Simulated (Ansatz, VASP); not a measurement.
# Cross-check of BN between VASP and Ansatz, part 3 of 3

Aim: how closely do two programs agree when they are given the same cell, functional and k mesh? The cell is taken from a series of runs on this material, whose earlier steps may have relaxed, scaled, displaced or heated it; both programs get it as it stands.

VASP 6.6.1 and Ansatz 0.2.0.

So far: Ansatz: zone-centre phonons, PBE, pair 1; Comparison; VASP: zone-centre phonons, PBE, pair 2; Ansatz: zone-centre phonons, PBE, pair 2; Side by side; Ansatz: zone-centre phonons, PBE, pair 3.

## (9) VASP: zone-centre phonons, PBE, pair 3

Level of this step: PBE; plane waves and PAW (B, N) (VASP).

The same cell, functional and mesh now go to VASP, with its own data sets.

INCAR reads:

```
SYSTEM = BN
PREC = Accurate
ENCUT = 600
EDIFF = 1E-08
NELM = 120
ISMEAR = 0
SIGMA = 0.01
LREAL = .FALSE.
ALGO = Normal
GGA = PE
NBANDS = 10
LORBIT = 11
LWAVE = .FALSE.
LCHARG = .FALSE.
ISIF = 2
IBRION = 8
LEPSILON = .TRUE.
LASPH = .TRUE.
GGA_COMPAT = .FALSE.
EFERMI = MIDGAP
KPAR = 2
```

POSCAR reads:

```
BN
1.0
    0.0000000000      1.8475821052      1.8475821052
    1.8475821052      0.0000000000      1.8475821052
    1.8475821052      1.8475821052      0.0000000000
B N
1 1
Direct
    0.0000000000      0.0000000000      0.0000000000
    0.2500000000      0.2500000000      0.2500000000
```

KPOINTS reads:

```
Automatic mesh
0
Gamma
12 12 12
0 0 0
```

Potentials, in the order of the species: B and N (PBE family, release 64).

The run is started by

```
mpirun -np 2 vasp_std
```

Numbers of over 12 decimals in the logs are rounded to 6 here.

The log of the run:

```text
[... set-up lines as in an earlier step ...]
 entering main loop
       N       E                     dE             d eps       ncg     rms          rms(c)
DAV:   1     0.153854604566E+02    0.15385E+02   -0.53614E+03  1464   0.888E+02
DAV:   2    -0.176169532167E+02   -0.33002E+02   -0.31372E+02  1762   0.193E+02
DAV:   3    -0.182809754806E+02   -0.66402E+00   -0.66290E+00  1702   0.244E+01
DAV:   4    -0.182820485907E+02   -0.10731E-02   -0.10731E-02  1574   0.104E+00
[...]
DAV:  11    -0.174115336303E+02   -0.56763E-05   -0.10595E-05  1690   0.282E-02    0.968E-03
DAV:  12    -0.174115336541E+02   -0.23813E-07   -0.19785E-06  1672   0.106E-02    0.648E-04
DAV:  13    -0.174115336458E+02    0.83004E-08   -0.28959E-08  1626   0.178E-03
   1 F= -.17411534E+02 E0= -.17411534E+02  d E =0.000000E+00
 Linear response reoptimize wavefunctions to high precision
DAV:   1    -0.174115336659E+02   -0.20007E-07   -0.41623E-09  1570   0.572E-04
DAV:   2    -0.174115336659E+02   -0.40814E-10   -0.20878E-11   906   0.554E-05
 Linear response G [H, r] |phi>, progress :
  Direction:   1
[...]
RMM:  11    -0.348863433481E-01   -0.84603E-10    0.10630E-07  6025   0.294E-06    0.801E-08
 first order change of Fermi-energy  -0.28344E+01
 force on displaced ion       1 direction 1 : -20.597  -0.000  -0.000
 Born effective charge ion    1 direction 1 :   1.939   0.000   0.000
 Linear response progress:
  Degree of freedom:   2/  2
       N       E                     dE             d eps       ncg     rms          rms(c)
RMM:   1    -0.229963077589E+00   -0.22996E+00    0.13537E-01 11692   0.335E+00
RMM:   2    -0.226095315282E+00    0.38678E-02   -0.23646E-03  8527   0.548E-01    0.206E-01
RMM:   3    -0.227228023124E+00   -0.11327E-02   -0.30369E-04  8326   0.144E-01    0.113E-01
RMM:   4    -0.229233031412E+00   -0.20050E-02   -0.30384E-04  8065   0.142E-01    0.236E-02
[...]
RMM:   9    -0.229284444941E+00    0.87833E-07    0.11102E-08  9410   0.516E-05    0.333E-06
RMM:  10    -0.229284461656E+00   -0.16715E-07    0.19119E-08  8867   0.656E-06    0.886E-07
RMM:  11    -0.229284466711E+00   -0.50552E-08    0.18354E-08  8197   0.545E-06    0.106E-07
 first order change of Fermi-energy   0.28347E+01
 force on displaced ion       2 direction 1 : -20.599   0.000   0.000
 Born effective charge ion    2 direction 1 :  -1.938   0.000   0.000
 Born effective charges drift removed
 Linear response finished
```

From OUTCAR (step 9):

```text
  Total       -1.5323089     -1.5323089     -1.5323089     -0.0000000      0.0000000      0.0000000
  in kB     -194.6326427   -194.6326427   -194.6326427     -0.0000000      0.0000000      0.0000000
  external PRESSURE =    -194.6326427 kB  Pullay stress =       0.0000000 kB

 POSITION                                       TOTAL-FORCE (eV/Angst)
 -----------------------------------------------------------------------------------
      0.00000      0.00000      0.00000        -0.000000     -0.000000     -0.000000
      0.92379      0.92379      0.92379         0.000000      0.000000      0.000000
 -----------------------------------------------------------------------------------
    total drift:                                0.000000      0.000000      0.000000

 MACROSCOPIC STATIC DIELECTRIC TENSOR (including local field effects in DFT)
 ------------------------------------------------------
           4.680131    -0.000000     0.000000
          -0.000000     4.680131     0.000000
          -0.000000    -0.000000     4.680131
 ------------------------------------------------------

 MACROSCOPIC STATIC DIELECTRIC TENSOR IONIC CONTRIBUTION
 ------------------------------------------------------
           2.616089    -0.000000    -0.000000
          -0.000000     2.616089    -0.000000
          -0.000000    -0.000000     2.616089
 ------------------------------------------------------

[... 1 part as in an earlier step ...]

[... 1 further part left out ...]
```

## (10) Differences

The two programs side by side:

| quantity | Ansatz | VASP | difference |
| --- | --- | --- | --- |
| ε∞ xx | 4.68 | 4.68 | +0.05 % |
| ε∞ yy | 4.68 | 4.68 | +0.05 % |
| ε∞ zz | 4.68 | 4.68 | +0.05 % |
| Born charge of B1 (mean of the diagonal) (e) | 1.94 | 1.94 | 0.00 |
| Born charge of N2 (mean of the diagonal) (e) | -1.94 | -1.94 | 0.00 |
| optical mode 1 to 3 (cm⁻¹) | 953.3 | 958.2 | -0.51 % |

Modes are paired by rising frequency, not by their patterns, so a pair may set unlike modes beside each other; they are those without the splitting of longitudinal modes.

## (11) Results

| Property | Result |
| --- | --- |
| r.m.s. difference of the optical zone-centre modes, each program's sorted by frequency (zone-centre phonons, PBE, pair 1) | 5.0 cm⁻¹ |
| difference in optical mode 1 to 3 (zone-centre phonons, PBE, pair 1) | -0.5 % |
| r.m.s. difference of the optical zone-centre modes, each program's sorted by frequency (zone-centre phonons, PBE, pair 2) | 5.0 cm⁻¹ |
| difference in optical mode 1 to 3 (zone-centre phonons, PBE, pair 2) | -0.5 % |
| r.m.s. difference of the optical zone-centre modes, each program's sorted by frequency (zone-centre phonons, PBE, pair 3) | 4.9 cm⁻¹ |
| difference in optical mode 1 to 3 (zone-centre phonons, PBE, pair 3) | -0.5 % |

The r.m.s. difference of the optical zone-centre modes, each program's sorted by frequency is 5.0 cm⁻¹ (zone-centre phonons, PBE, pair 1). Among the rows given in per cent, the largest difference of the zone-centre phonons, PBE, pair 1 pair is in optical mode 1 to 3, -0.5 %. Among the rows given in per cent, the largest difference of the zone-centre phonons, PBE, pair 2 pair is in optical mode 1 to 3, -0.5 %. Among the rows given in per cent, the largest difference of the zone-centre phonons, PBE, pair 3 pair is in optical mode 1 to 3, -0.5 %. Such differences can come from data sets, numerical settings and the points named under the comparisons, not from the functional's error against experiment.

[Lines on the potential files, build, host, timing and source positions are cut from VASP's logs without a mark.]

[Logs are printed without paths, hosts, clocks, repeated set-up lines and the standing remarks that a program may print on its own settings, such as how far it seeks lower states.]

[Hosts, paths, dates, database ids (printed as entryN), source tags and the programs' standing remarks are cut or masked in the printed files.]
